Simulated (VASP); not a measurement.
# Ca(100) in VASP, part 2 of 3

Wanted: what it costs to take an electron out of Ca(100), held as cut.

VASP 6.6.1; LDA; plane waves and PAW (Ca_pv).

So far. Step 2 (Vacuum level and density of states): The vacuum level lies 2.91 eV above the Fermi level at the upper face; both faces agree, as the slab has next to no dipole.

### Step 3. The slab in a field, field -0.05

A field across the slab, with the atoms held, gives the electronic response: the dipole changes linearly with the field, and the energy has a linear term from the slab's own dipole and a quadratic one from its polarisability.

File INCAR:

```
SYSTEM = Ca
PREC = Normal
ENCUT = 300
EDIFF = 1E-06
NELM = 120
ISMEAR = -1
SIGMA = 0.1
LREAL = .FALSE.
ALGO = Fast
GGA = CA
NBANDS = 35
LORBIT = 11
LWAVE = .FALSE.
LCHARG = .FALSE.
KPAR = 2
IDIPOL = 3
LDIPOL = .TRUE.
DIPOL = 0.5 0.5 0.5
EFIELD = -0.05
LVHAR = .TRUE.
```

File POSCAR:

```
Ca
1.0
    3.9456558390      0.0000000000      0.0000000000
    0.0000000000      3.9456558390      0.0000000000
    0.0000000000      0.0000000000     34.7400000000
Ca
7
Direct
    0.0000000000      0.0000000000      0.2590673575
    0.5000000000      0.5000000000      0.3393782383
    0.0000000000      0.0000000000      0.4196891192
    0.5000000000      0.5000000000      0.5000000000
    0.0000000000      0.0000000000      0.5803108808
    0.5000000000      0.5000000000      0.6606217617
    0.0000000000      0.0000000000      0.7409326425
```

File KPOINTS:

```
Automatic mesh
0
Gamma
14 14 1
0 0 0
```

The projector-augmented-wave data sets are Ca_pv (LDA family, release 64).

On the command line:

```sh
$ mpirun -np 2 vasp_std
```

The log of the run:

```text
[banner, memory and clock lines left out]
running    2 mpi-ranks, on    1 nodes
 distrk:  each k-point on    1 cores,    2 groups
 distr:  one band on    1 cores,    1 groups

 POSCAR found type information on POSCAR Ca
 POSCAR found :  1 types and       7 ions
 LDA part: xc-table for (Slater(with rela. corr.)+CA(PZ))
 , standard interpolation
 POSCAR, INCAR and KPOINTS ok, starting setup
 FFT: planning ... GRIDC
 FFT: planning ... GRID_SOFT
 FFT: planning ... GRID
 WAVECAR not read
 entering main loop
       N       E                     dE             d eps       ncg     rms          rms(c)
DAV:   1     0.469633399881E+03    0.46963E+03   -0.18586E+04  2851   0.150E+03
DAV:   2     0.690702049035E+02   -0.40056E+03   -0.39856E+03  2752   0.429E+02
DAV:   3    -0.900810177319E+01   -0.78078E+02   -0.77257E+02  3484   0.205E+02
DAV:   4    -0.152534998816E+02   -0.62454E+01   -0.61681E+01  3792   0.667E+01
DAV:   5    -0.155705280886E+02   -0.31703E+00   -0.31349E+00  4000   0.152E+01    0.292E+00
RMM:   6    -0.418726350737E+02   -0.26302E+02   -0.34790E+01  3528   0.308E+01    0.693E+00
RMM:   7    -0.184808158093E+02    0.23392E+02   -0.83460E+00  3725   0.159E+01    0.376E+00
RMM:   8    -0.149986464260E+02    0.34822E+01   -0.23492E+00  3519   0.760E+00    0.193E+00
RMM:   9    -0.162605126615E+02   -0.12619E+01   -0.17142E+00  3613   0.490E+00    0.359E+00
RMM:  10    -0.144809816257E+02    0.17795E+01   -0.59181E-01  3537   0.452E+00    0.933E-01
RMM:  11    -0.143867494719E+02    0.94232E-01   -0.22101E-01  3924   0.181E+00    0.452E-01
RMM:  12    -0.144754102508E+02   -0.88661E-01   -0.24836E-01  3662   0.145E+00    0.704E-01
RMM:  13    -0.144007766968E+02    0.74634E-01   -0.94626E-02  3977   0.999E-01    0.359E-01
RMM:  14    -0.143893774413E+02    0.11399E-01   -0.49755E-02  3748   0.619E-01    0.184E-01
RMM:  15    -0.143860356113E+02    0.33418E-02   -0.21578E-02  3859   0.422E-01    0.695E-02
RMM:  16    -0.143880646785E+02   -0.20291E-02   -0.18074E-02  3965   0.254E-01    0.555E-02
RMM:  17    -0.143886870919E+02   -0.62241E-03   -0.74791E-03  3894   0.207E-01    0.334E-02
RMM:  18    -0.143893524284E+02   -0.66534E-03   -0.51975E-03  3955   0.119E-01    0.157E-02
RMM:  19    -0.143899422236E+02   -0.58980E-03   -0.32853E-03  3878   0.708E-02    0.160E-02
RMM:  20    -0.143902753073E+02   -0.33308E-03   -0.20866E-03  3318   0.515E-02    0.653E-03
RMM:  21    -0.143904990726E+02   -0.22377E-03   -0.16102E-03  2827   0.363E-02    0.315E-03
RMM:  22    -0.143906544600E+02   -0.15539E-03   -0.11051E-03  2768   0.307E-02    0.287E-03
RMM:  23    -0.143907569906E+02   -0.10253E-03   -0.90930E-04  2742   0.244E-02    0.318E-03
RMM:  24    -0.143908286334E+02   -0.71643E-04   -0.66037E-04  2696   0.198E-02    0.219E-03
RMM:  25    -0.143908859260E+02   -0.57293E-04   -0.51200E-04  2629   0.181E-02    0.144E-03
RMM:  26    -0.143909349742E+02   -0.49048E-04   -0.43530E-04  2380   0.132E-02    0.921E-04
RMM:  27    -0.143909727488E+02   -0.37775E-04   -0.32913E-04  2449   0.128E-02    0.127E-03
RMM:  28    -0.143910063645E+02   -0.33616E-04   -0.30776E-04  2306   0.995E-03    0.802E-04
RMM:  29    -0.143910306527E+02   -0.24288E-04   -0.22562E-04  2323   0.843E-03    0.629E-04
RMM:  30    -0.143910528673E+02   -0.22215E-04   -0.21295E-04  2250   0.813E-03    0.718E-04
[...]
RMM:  34    -0.143911097420E+02   -0.10786E-04   -0.10609E-04  1992   0.484E-03    0.487E-04
RMM:  35    -0.143911195684E+02   -0.98265E-05   -0.96552E-05  1847   0.445E-03    0.733E-04
RMM:  36    -0.143911277670E+02   -0.81985E-05   -0.80881E-05  1645   0.369E-03    0.812E-04
RMM:  37    -0.143911351397E+02   -0.73728E-05   -0.72938E-05  1592   0.371E-03    0.902E-04
RMM:  38    -0.143911416004E+02   -0.64607E-05   -0.63961E-05  1462   0.340E-03    0.942E-04
RMM:  39    -0.143911474639E+02   -0.58635E-05   -0.58030E-05  1305   0.308E-03    0.103E-03
RMM:  40    -0.143911525091E+02   -0.50452E-05   -0.49881E-05  1249   0.290E-03    0.116E-03
RMM:  41    -0.143911572224E+02   -0.47133E-05   -0.46975E-05  1258   0.282E-03    0.119E-03
RMM:  42    -0.143911615319E+02   -0.43095E-05   -0.42662E-05  1224   0.271E-03    0.127E-03
RMM:  43    -0.143911654081E+02   -0.38762E-05   -0.38353E-05  1199   0.254E-03    0.133E-03
RMM:  44    -0.143911692315E+02   -0.38233E-05   -0.37894E-05  1177   0.230E-03    0.138E-03
RMM:  45    -0.143911725061E+02   -0.32746E-05   -0.32352E-05  1156   0.242E-03    0.142E-03
WARNING in EDDRMM: call to ZHEGV failed, returncode =   8  4     30
RMM:  46    -0.143911759547E+02   -0.34486E-05   -0.33956E-05  1138   0.236E-03    0.149E-03
RMM:  47    -0.143911789377E+02   -0.29830E-05   -0.29351E-05  1113   0.236E-03    0.153E-03
RMM:  48    -0.143911821455E+02   -0.32078E-05   -0.31413E-05  1112   0.238E-03    0.158E-03
RMM:  49    -0.143911851048E+02   -0.29593E-05   -0.28674E-05  1079   0.219E-03    0.161E-03
RMM:  50    -0.143911880619E+02   -0.29571E-05   -0.28801E-05  1070   0.208E-03    0.166E-03
RMM:  51    -0.143911908375E+02   -0.27757E-05   -0.27876E-05  1176   0.227E-03    0.155E-03
RMM:  52    -0.143911932009E+02   -0.23634E-05   -0.23301E-05  1094   0.210E-03    0.157E-03
RMM:  53    -0.143911956541E+02   -0.24531E-05   -0.24232E-05  1029   0.193E-03    0.160E-03
RMM:  54    -0.143911979967E+02   -0.23426E-05   -0.23134E-05  1064   0.208E-03    0.162E-03
RMM:  55    -0.143912001238E+02   -0.21271E-05   -0.21042E-05  1029   0.192E-03    0.165E-03
RMM:  56    -0.143912021973E+02   -0.20734E-05   -0.20742E-05  1055   0.187E-03    0.165E-03
RMM:  57    -0.143912042310E+02   -0.20337E-05   -0.19753E-05   999   0.183E-03    0.173E-03
RMM:  58    -0.143912060278E+02   -0.17968E-05   -0.17824E-05  1003   0.195E-03    0.177E-03
RMM:  59    -0.143912078842E+02   -0.18564E-05   -0.18480E-05   977   0.201E-03    0.179E-03
WARNING in EDDRMM: call to ZHEGV failed, returncode =   8  4     31
RMM:  60    -0.143912095306E+02   -0.16465E-05   -0.16357E-05   947   0.168E-03    0.181E-03
RMM:  61    -0.143912112421E+02   -0.17115E-05   -0.17384E-05  1088   0.187E-03    0.177E-03
RMM:  62    -0.143912127632E+02   -0.15211E-05   -0.15272E-05  1032   0.188E-03    0.176E-03
RMM:  63    -0.143912142469E+02   -0.14837E-05   -0.14906E-05   976   0.169E-03    0.175E-03
RMM:  64    -0.143912157239E+02   -0.14770E-05   -0.14671E-05   968   0.180E-03    0.177E-03
WARNING in EDDRMM: call to ZHEGV failed, returncode =   6  3     29
RMM:  65    -0.143912171058E+02   -0.13819E-05   -0.13912E-05   958   0.189E-03    0.177E-03
RMM:  66    -0.143912185521E+02   -0.14464E-05   -0.14331E-05   978   0.166E-03    0.179E-03
RMM:  67    -0.143912200568E+02   -0.15047E-05   -0.13825E-05  1015   0.172E-03    0.196E-03
RMM:  68    -0.143912215323E+02   -0.14755E-05   -0.14977E-05   951   0.183E-03    0.189E-03
RMM:  69    -0.143912232395E+02   -0.17072E-05   -0.16333E-05   928   0.180E-03    0.192E-03
RMM:  70    -0.143912251262E+02   -0.18867E-05   -0.17771E-05   907   0.164E-03    0.193E-03
WARNING in EDDRMM: call to ZHEGV failed, returncode =   6  3     24
RMM:  71    -0.143912271612E+02   -0.20350E-05   -0.19442E-05  1264   0.200E-03    0.193E-03
RMM:  72    -0.143912282364E+02   -0.10752E-05   -0.11414E-05  1092   0.174E-03    0.178E-03
RMM:  73    -0.143912299357E+02   -0.16993E-05   -0.16665E-05  1039   0.192E-03    0.176E-03
RMM:  74    -0.143912310899E+02   -0.11543E-05   -0.11375E-05  1072   0.196E-03    0.173E-03
RMM:  75    -0.143912322161E+02   -0.11262E-05   -0.11210E-05   966   0.187E-03    0.173E-03
RMM:  76    -0.143912334274E+02   -0.12112E-05   -0.12991E-05  1161   0.199E-03    0.152E-03
RMM:  77    -0.143912345899E+02   -0.11625E-05   -0.11220E-05  1003   0.203E-03    0.152E-03
RMM:  78    -0.143912360391E+02   -0.14492E-05   -0.13719E-05  1136   0.198E-03    0.152E-03
RMM:  79    -0.143912375211E+02   -0.14820E-05   -0.13401E-05   942   0.172E-03    0.155E-03
RMM:  80    -0.143912390387E+02   -0.15176E-05   -0.13758E-05   990   0.175E-03    0.146E-03
RMM:  81    -0.143912407179E+02   -0.16792E-05   -0.15238E-05   925   0.189E-03    0.145E-03
RMM:  82    -0.143912418795E+02   -0.11617E-05   -0.10479E-05   926   0.179E-03    0.143E-03
RMM:  83    -0.143912434163E+02   -0.15368E-05   -0.14519E-05   924   0.183E-03    0.145E-03
RMM:  84    -0.143912444071E+02   -0.99074E-06   -0.94705E-06   882   0.174E-03
   1 F= -.14391244E+02 E0= -.14244352E+02  d E =-.293785E+00
```

Elapsed: 5.1 min, on 2 MPI ranks of AMD EPYC 7R43, shared host; peak memory 0.6 GiB; 10 min of CPU time.

From OUTCAR (step 3):

```text
The static configuration has the point symmetry D_4h.

 Found     36 irreducible k-points:

   k-points           NKPTS =     36   k-points in BZ     NKDIM =     36   number of bands    NBANDS=     35

   NELECT =      56.0000    total number of electrons

 dipolmoment           0.000000      0.000000     -0.093271 electrons x Angstroem

 E-fermi :  -0.1234

 k-point     1 :       0.0000    0.0000    0.0000
  band No.  band energies     occupation
    ...
     24      -3.3444      2.00000
     25      -2.7902      2.00000
     26      -2.1225      2.00000
     27      -1.4313      2.00000
     28      -0.8463      1.99855
     29       0.3159      0.02443
     30       0.4150      0.00914
     31       0.4863      0.00449
     32       0.6478      0.00089
     33       0.9577      0.00004
    ...

 k-point     2 :       0.0714    0.0000    0.0000
  band No.  band energies     occupation
    ...
     24      -3.2906      2.00000
     25      -2.7385      2.00000
     26      -2.0730      2.00000
     27      -1.3836      1.99999
     28      -0.7996      1.99769
     29       0.3356      0.02010
     30       0.3809      0.01283
     31       0.4202      0.00868
     32       0.4912      0.00428
     33       0.6651      0.00075
    ...

  Total       -4.5622703     -4.5622703     -3.9426055      0.0000000      0.0000000     -0.0000000
  in kB      -13.5152279    -13.5152279    -11.6795386      0.0000000      0.0000000     -0.0000000
  external PRESSURE =     -12.9033315 kB  Pullay stress =       0.0000000 kB

 POSITION                                       TOTAL-FORCE (eV/Angst)
 -----------------------------------------------------------------------------------
      0.00000      0.00000      9.00000         0.000000      0.000000      0.287335
      1.97283      1.97283     11.79000         0.000000     -0.000000     -0.084791
      0.00000      0.00000     14.58000         0.000000      0.000000     -0.001864
      1.97283      1.97283     17.37000        -0.000000      0.000000     -0.000114
      0.00000      0.00000     20.16000         0.000000     -0.000000      0.001865
      1.97283      1.97283     22.95000         0.000000      0.000000      0.086319
      0.00000      0.00000     25.74000        -0.000000      0.000000     -0.288749
 -----------------------------------------------------------------------------------
    total drift:                                0.000000     -0.000000      0.000287

  FREE ENERGIE OF THE ION-ELECTRON SYSTEM (eV)
  ---------------------------------------------------
  free  energy   TOTEN  =       -14.3912444071 eV

  energy  without entropy=      -14.0974596186  energy(sigma->0) =      -14.24435201

 vacuum level on the upper side and lower side of the slab         3.088         2.481

 total charge
# of ion       s       p       d       tot
------------------------------------------
    1        0.356   6.071   0.217   6.644
    2        0.334   6.096   0.266   6.696
    3        0.337   6.097   0.260   6.694
    4        0.337   6.097   0.260   6.694
    5        0.337   6.097   0.260   6.694
    6        0.334   6.096   0.266   6.696
    7        0.357   6.071   0.217   6.644
--------------------------------------------------
tot          2.392  42.624   1.745  46.762

[... 7 parts as in an earlier step ...]

[... 5 further parts left out ...]
```

Numbers from this step:

```yaml
electronic_cycles: 84
fermi_energy: -0.1234 eV
dipole_moment: 0, 0, -0.09327 e·Å
```

The planar average of the electrostatic potential oscillates, so the rows of the table below give means over windows of 2.78 Å about each position, cut where the curve ends. Its maxima inside the range that stand out by 2 % of the span (Å: eV): 5.3: 2.82, 10.4: 1.04, 13.2: 0.966, 16.0: 0.974, 18.8: 0.974, 21.5: 0.966, 24.3: 1.04, 34.3: 3.21. Its minima: 0.5: 2.60, 9.0: -5.57, 11.8: -5.23, 14.6: -5.27, 17.4: -5.27, 20.1: -5.27, 22.9: -5.23, 25.7: -5.57.

Zero at the Fermi level. Planar average of the electrostatic potential against height; means over each step:

```csv
height (Å),planar average of the electrostatic potential (eV)
1.39,2.67
4.17,2.78
6.95,1.73
9.73,-2.03
12.51,-1.88
15.29,-1.89
18.07,-1.89
20.85,-1.90
23.63,-1.86
26.41,-1.71
29.19,2.86
31.97,3.10
```

Force by atom:

```csv
atom,x (eV/Å),y (eV/Å),z (eV/Å),size
Ca1,0.000,0.000,0.287,0.287
Ca2,0.000,0.000,-0.085,0.085
Ca3,0.000,0.000,-0.002,0.002
Ca4,0.000,0.000,0.000,0.000
Ca5,0.000,0.000,0.002,0.002
Ca6,0.000,0.000,0.086,0.086
Ca7,0.000,0.000,-0.289,0.289
```

VASP counts the dipole in electrons times Å, so a positive number points the physical dipole along −c. A positive EFIELD is likewise a physical field along −c.

Energy at zero smearing: -14.24435 eV.

[end of part 2 of 3]

[Lines on the potential files, build, host, timing and source positions are cut from VASP's logs without a mark.]

[Logs are printed without paths, hosts, clocks, repeated set-up lines and the standing remarks that a program may print on its own settings, such as how far it seeks lower states.]

[Hosts, paths, dates, database ids (printed as entryN), source tags and the programs' standing remarks are cut or masked in the printed files.]

[In band tables of VASP the shares of atoms and orbitals are scaled to a sum of 1 inside the atoms' spheres.]

[Runs that stopped without an error message from VASP are left out.]
